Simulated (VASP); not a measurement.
Given:

```
Te
1.0
    4.96358     0.00000     0.00000
   -2.48179     4.29859     0.00000
    0.00000     0.00000    10.27661
Te
4
Direct
  0.33333   0.66667   0.03437
  0.66667   0.33333   0.53437
  0.66667   0.33333   0.96563
  0.33333   0.66667   0.46563
```

Method: r2SCAN meta-GGA, VASP's PBE PAW potentials (set 64) (plane waves; VASP). Run with 400 eV cut-off, 8×8×4 Γ-centred mesh, tetrahedra with Blöchl corrections, potentials Te.

**Question.** Give the energies of bands 5 to 15 at the high-symmetry points, in eV from the Fermi level.

**Answer.** 
```csv
band,Γ,M,K,A,L,H
5,-3.99,-4.72,-5.33,-3.97,-4.69,-5.30
6,-3.99,-4.66,-5.26,-3.97,-4.69,-5.30
7,-3.94,-3.76,-2.82,-3.97,-3.57,-2.69
8,-3.94,-3.37,-2.82,-3.97,-3.57,-2.69
9,-3.25,-2.18,-2.19,-2.94,-1.91,-2.35
10,-2.51,-1.68,-2.19,-2.94,-1.91,-2.35
11,-0.64,-1.43,0.16,-0.07,-1.36,0.21
12,-0.01,-1.19,0.16,-0.07,-1.36,0.21
13,-0.01,1.87,0.41,0.05,2.06,0.36
14,0.12,2.02,0.41,0.05,2.06,0.36
15,0.12,2.21,2.05,0.05,2.16,2.40
```

It has no gap at this level: it comes out as a metal or semimetal.

The structure was generated: Te was put into the lonsdaleite type (P6_3/mmc), which need not be its known phase. It was relaxed first, which changed the volume by +65 %.
